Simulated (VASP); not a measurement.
Set up this calculation in VASP 6.6.1, as the native input.

- Task: relaxation of the atoms
- Functional: PBE
- Potentials or basis: VASP PAW PBE potentials, release 64 (Cr, N)
- Cutoff: 900 eV
- k mesh: 7 × 7 × 1
- Occupations: fermi-dirac, width 0.05 eV
- Spin: collinear spin, ferromagnetic start
- Starting moments: [3.0, 0.0] μB
- Dipole correction: yes
- Atoms held fixed (from 0): [0]
- Further INCAR settings: ALGO = Normal; EDIFF = 1e-06; IBRION = 2; EDIFFG = -0.005; NSW = 60

The structure of CrN lies in POSCAR:

```
CrN
1.0
    2.7241200000      0.0000000000      0.0000000000
    0.0000000000      2.7241200000      0.0000000000
    0.0000000000      0.0000000000     23.8000000000
Cr N
1 1
Selective dynamics
Direct
    0.5000000000      0.5000000000      0.2941200000  F F F
    0.0000000000      0.0000000000      0.2941200000  T T T
```

The cell was built by a generator and needn't be a form met in nature.

One way to write it, as run:

INCAR

```
SYSTEM = CrN
PREC     = Accurate       ! precision mode
ENCUT    = 900            ! plane-wave cutoff, eV
EDIFF    = 1E-6           ! SCF threshold, eV
ISMEAR   = -1             ! smearing method
SIGMA    = 0.05           ! smearing width, eV
LREAL    = .FALSE.        ! projectors in reciprocal space
LASPH    = .TRUE.         ! aspherical terms in the spheres
NELM     = 120            ! most SCF steps
ALGO     = Normal         ! electronic algorithm
ISIF     = 2              ! what is computed and relaxed
LWAVE    = .FALSE.        ! write WAVECAR
LCHARG   = .FALSE.        ! write CHGCAR
ISPIN    = 2              ! spin polarisation
MAGMOM   = 3 0            ! initial moments
LORBIT   = 11             ! projections on sites
LMAXMIX  = 4              ! l up to which the mixer works
LDIPOL   = .TRUE.       
IDIPOL   = 3            
DIPOL    = 0.5 0.5 0.294
GGA      = PE             ! functional
IBRION   = 2              ! ionic algorithm
NSW      = 60             ! ionic steps
EDIFFG   = -0.005         ! ionic threshold
```

KPOINTS

```
regular mesh
0
G
  7 7 1
  0 0 0
```

Potentials or basis: VASP PAW PBE potentials, release 64 (Cr, N).

Run with:

```sh
$ cat potpaw_PBE.64/Cr/POTCAR potpaw_PBE.64/N/POTCAR > POTCAR
$ mpirun -np 1 vasp_std > vasp.out
```

Results of the run:

```json
{
 "Band gap on the k mesh": "none (metal or under the smearing width)",
 "Net moment": "2.49 μB per cell",
 "Site moments": "Cr +2.43; N -0.12 μB",
 "Valence electrons inside the program's atomic spheres": "Cr 5.65; N 3.69"
}
```

Caveat: the relaxation stopped at its first step, so nothing moved; only a ferromagnetic start was run, and an antiferromagnetic order may lie lower in energy.

Wall time 2.6 min on 1 thread of Intel(R) Xeon(R) 6975P-C (Granite Rapids), on a shared host, peak memory 0.64 GiB.
